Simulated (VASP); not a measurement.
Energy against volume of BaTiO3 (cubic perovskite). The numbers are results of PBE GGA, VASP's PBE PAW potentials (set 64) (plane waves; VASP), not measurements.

| V (Å³/atom) | E (eV/atom) |
|---|---|
| 12.339 | -7.96992 |
| 12.733 | -7.99053 |
| 13.127 | -7.99709 |
| 13.521 | -7.99168 |
| 13.914 | -7.97620 |

Task: Fit a third-order Birch-Murnaghan equation of state.

Result: 
volume per atom: 13.13 Å³/atom
bulk modulus: 161 GPa
pressure derivative of the bulk modulus: 4.52
lattice constant a: 4.035 Å

Measured: bulk modulus 162 GPa (computed value off by -0.7 %), as given by Yu-ichiro Matsushita et al., Physical Review B (2011), arXiv:1104.2769; a 4.001 Å (computed value off by +0.8 %), as given by Yubo Zhang et al., Physical Review B (2017), arXiv:1702.04817. The calculation is for a static lattice, while the measured bulk modulus, a hold thermal and zero-point effects, which are part of the difference.

The compound is BaTiO3 in the cubic perovskite structure, the ideal cubic form; the compound distorts at low or room temperature. It was relaxed first.
